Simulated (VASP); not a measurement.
Computed with RPA correlation on PBE orbitals, VASP's PBE PAW potentials (set 64) (plane waves; VASP).

A VASP calculation is set up with these files.

KPOINTS:
```
K-points
0
Gamma
4 4 4
0 0 0
```

**INCAR**
```
! general
SYSTEM   =  LiCl
PREC     =  Normal
ENCUT    =  500   ! plane-wave cut-off (eV)
LREAL    =  F   ! projection in real space or not
LASPH    =  T
NBANDS   =  869

! electronic loop
ALGO     =  ACFDT

! smearing
ISMEAR   =  0
SIGMA    =  0.01

! functional
GGA      =  PE   ! PBE

! output
LWAVE    =  F
LCHARG   =  F

! other
NOMEGA   =  12
ENCUTGW  =  300
```

POSCAR:
```
LiCl
1.0
  0.0000000000   2.5352660000   2.5352660000
  2.5352660000   0.0000000000   2.5352660000
  2.5352660000   2.5352660000   0.0000000000
Li Cl
1 1
direct
  0.0000000000   0.0000000000   0.0000000000
  0.5000000000   0.5000000000   0.5000000000
```

POTCAR, in this order: Li_sv_GW Cl_GW (PBE.64 set). Program: vasp_std. Read from the step before: WAVECAR, WAVEDER.

The resulting files:

OSZICAR:
```
energies w=
    0.000    1.357    0.000    4.329    0.000    8.142    0.000   13.592
    0.000   21.887    0.000   34.971    0.000   56.101    0.000   90.919
    0.000  149.758    0.000  253.903    0.000  460.348    0.000 1040.623
NQ=   1    0.0000    0.0000    0.0000,
 performed       3177000 updates of chi_q(r,r)
NQ=   2    0.2500    0.0000    0.0000,
 performed       6354000 updates of chi_q(r,r)
NQ=   3    0.5000    0.0000    0.0000,
 performed       9531000 updates of chi_q(r,r)
NQ=   4    0.2500    0.2500    0.0000,
 performed      12708000 updates of chi_q(r,r)
NQ=   5    0.5000    0.2500    0.0000,
 performed      15885000 updates of chi_q(r,r)
NQ=   6   -0.2500    0.2500    0.0000,
 performed      19062000 updates of chi_q(r,r)
NQ=   7    0.5000    0.5000    0.0000,
 performed      22239000 updates of chi_q(r,r)
NQ=   8   -0.2500    0.5000    0.2500,
 performed      25416000 updates of chi_q(r,r)
```

### OUTCAR
```


      cutoff energy     smooth cutoff   RPA   correlation   Hartree contr. to MP2
---------------------------------------------------------------------------------
            300.000           240.000      -12.3003792134      -17.1648627888
            285.714           228.571      -12.2079379005      -17.0634158717
            272.109           217.687      -12.1117034589      -16.9576551481
            259.151           207.321      -12.0115723864      -16.8474705324
            246.811           197.449      -11.9071180798      -16.7324126113
            235.058           188.046      -11.7998826421      -16.6141673272
            223.865           179.092      -11.6874752342      -16.4900739330
            213.204           170.564      -11.5721565757      -16.3625757209
  linear regression
  converged value                          -13.3759428288      -18.3503558358
```
(Selected blocks of OUTCAR.)

The mesh is coarse, so the correlation energy is not converged in k-points.

The compound is LiCl in the rock salt structure. This cell is one point of a volume scan, at 0.96 of the reference volume. The k-mesh is coarse (spacing up to 0.54 per Å, 2π included), so the numbers may not be converged in it.
